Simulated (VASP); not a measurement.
# AlP (relaxed from the CsCl type structure, space group Pm-3m): computed properties

The numbers are results of PBE GGA, VASP's PBE PAW potentials (set 64) (plane waves; VASP 6.6.1), not measurements.

| Item | Value |
|---|---|
| space group | Pm-3m (221) |
| cell | a = b = c = 3.1194 Å, α = β = γ = 90.00° |
| volume per atom | 15.18 Å³/atom |
| band gap (over mesh and band path) | none (metal, semimetal or under 0.01 eV) |
| density | 3.17 g/cm³ |

```
CELL_PARAMETERS angstrom
      3.11945     0.00000     0.00000
      0.00000     3.11945     0.00000
      0.00000     0.00000     3.11945
ATOMIC_POSITIONS crystal
  Al 0.00000 0.00000 0.00000
  P  0.50000 0.50000 0.50000
```

The structure was generated: AlP was put into the CsCl type type (Pm-3m), which need not be its known phase. It was relaxed first, which changed the volume by +17 %. Symmetry was kept, so distortions that lower it aren't found.
